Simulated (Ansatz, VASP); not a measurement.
## Si in VASP and in Ansatz

Contents of INCAR:

```
SYSTEM = Si
ALGO = Normal
EDIFF = 1E-6
EDIFFG = -0.005
ENCUT = 600
GGA = PE
IBRION = 2
ISIF = 3
ISMEAR = 0
LASPH = .True.
LCHARG = .False.
LREAL = .False.
LWAVE = .False.
NELM = 100
NSW = 100
PREC = Accurate
SIGMA = 0.02
```

File KPOINTS:

```
k-points
0
Gamma
  10 10 10
  0 0 0
```

The input POSCAR:

```
Si
1.0
    0.0000000000      2.7154700000      2.7154700000
    2.7154700000      0.0000000000      2.7154700000
    2.7154700000      2.7154700000      0.0000000000
Si
2
Direct
    0.5000000000      0.5000000000      0.5000000000
    0.7500000000      0.7500000000      0.7500000000
```

Input for Ansatz:

```yaml
crystal:
  lattice:
    - [0.0, 2.71547, 2.71547]
    - [2.71547, 0.0, 2.71547]
    - [2.71547, 2.71547, 0.0]
  atoms:
    - { symbol: Si, position: [0.5, 0.5, 0.5] }
    - { symbol: Si, position: [0.75, 0.75, 0.75] }
basis:
  ecutwfc: 420
kpoints:
  mp_grid: { grid: [10, 10, 10] }
hamiltonian:
  xc: pbe
scf:
  occupations: { method: gaussian, width: 0.02 }
output:
  forces: true
  stress: true
  eigenvalues: true
relax:
  adjacent_minimum: "off"
  f_tol: 0.005
  max_steps: 80
  cell: { stress_tol: 0.05 }
```

Alike in both runs: task relaxation of cell and atoms; functional PBE; k mesh 10 × 10 × 10; occupations gaussian, width 0.02 eV; no spin polarisation.

|  | VASP | Ansatz |
| --- | --- | --- |
| version | VASP 6.6.1 | Ansatz 0.2.0 |
| potentials or method | VASP PAW PBE potentials, release 64 (Si) | scalar-relativistic, plane waves, PAW |
| plane-wave cutoff (eV) | 600 | 420 |
| valence electrons in the cell | 8 | 8 |

Ansatz gave:

| Item | Value |
| --- | --- |
| gap on the k mesh at the Fermi level, each at its own relaxed structure (eV) | 0.62 |
| relaxed volume (Å³/atom) | 20.46 |
| relaxed cell length with the largest relative difference (Å) | 3.868 |
| energy change over the relaxation (meV/atom) | -3 |

Estimate VASP's values.

gap on the k mesh at the Fermi level, each at its own relaxed structure (eV): 0.62; relaxed volume (Å³/atom): 20.44; relaxed cell length with the largest relative difference (Å): 3.867; energy change over the relaxation (meV/atom): -2.

A k mesh can miss the band edges. PBE usually gives volumes a little too large and moduli too small. Zero-point motion and thermal expansion aren't in these numbers.
